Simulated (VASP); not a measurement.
Computed with r2SCAN meta-GGA, VASP's PBE PAW potentials (set 64) (plane waves; VASP).

VASP input:

### INCAR
```
SYSTEM = SrCl2
PREC = Accurate; ENCUT = 520; LREAL = .FALSE.
LASPH = .TRUE.
EDIFF = 1E-7; NELM = 100; ALGO = Normal
LMAXMIX = 4; LMIXTAU = .TRUE.
ISMEAR = 0; SIGMA = 0.05
METAGGA = R2SCAN
ISIF = 2
LWAVE = .FALSE.; LCHARG = .FALSE.
```

POSCAR:
```
SrCl2
4.8472890
  0.0000000000   0.7071067683   0.7071067683
  0.7071067683   0.0000000000   0.7071067683
  0.7071067683   0.7071067683   0.0000000000
Sr Cl
1 2
Cartesian
  0.0000000000   0.0000000000   0.0000000000
  0.3535533841   0.3535533841   0.3535533841
  1.0606601524   1.0606601524   1.0606601524
```

KPOINTS:
```
Automatic mesh
0
Gamma
6 6 6
0 0 0
```

POTCAR, in this order: Sr_sv Cl (PBE.64 set). Program: vasp_std.

Question: What will the output report for the number of irreducible k-points (NKPTS), largest plane-wave count, number of space-group operations, FFT grid (NGX, NGY, NGZ)?

Answer: 
```
Item                                          Result
--------------------------------------  ------------
number of irreducible k-points (NKPTS)            16
largest plane-wave count                        2200
number of space-group operations                  48
FFT grid (NGX, NGY, NGZ)                36 × 36 × 36
```

The compound is SrCl2 in the fluorite structure. This cell is one point of a volume scan, at 0.94 of the reference volume.
